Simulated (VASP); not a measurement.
The system is Ta.

```
Ta
1.0
    -1.65128    1.65128    1.65128
     1.65128   -1.65128    1.65128
     1.65128    1.65128   -1.65128
Ta
1
Direct
  0.00000 0.00000 0.00000
```

* Program: VASP 6.6.1
* Task: relaxation of cell and atoms
* Functional: PBE
* Potentials or basis: VASP PAW PBE potentials, release 64 (Ta_pv)
* Cutoff: 520 eV
* k mesh: 18 × 18 × 18
* Occupations: gaussian, width 0.1 eV
* Spin: no spin polarisation

At the start: pressure 3.1 GPa; volume 18.01 Å³/atom.

Q: How do energy, volume and symmetry change on relaxing?

A: Over 3 steps the energy falls by 2.6 meV/atom and the volume is 18.29 Å³/atom (+1.5 %); space group Im-3m (No. 229, to 0.05 Å).

The path:
```csv
step,energy change (eV),largest force (eV/Å),pressure (GPa),volume (Å³)
1,0.0000,0.0000,3.06,18.01
2,0.0101,0.0000,-6.25,18.92
3,-0.0026,0.0000,-0.03,18.29
```

Final structure:
```yaml
crystal:
  lattice:
    - [-1.65975, 1.65975, 1.65975]
    - [1.65975, -1.65975, 1.65975]
    - [1.65975, 1.65975, -1.65975]
  atoms:
    - { symbol: Ta, position: [0.00000, 0.00000, 0.00000] }
```
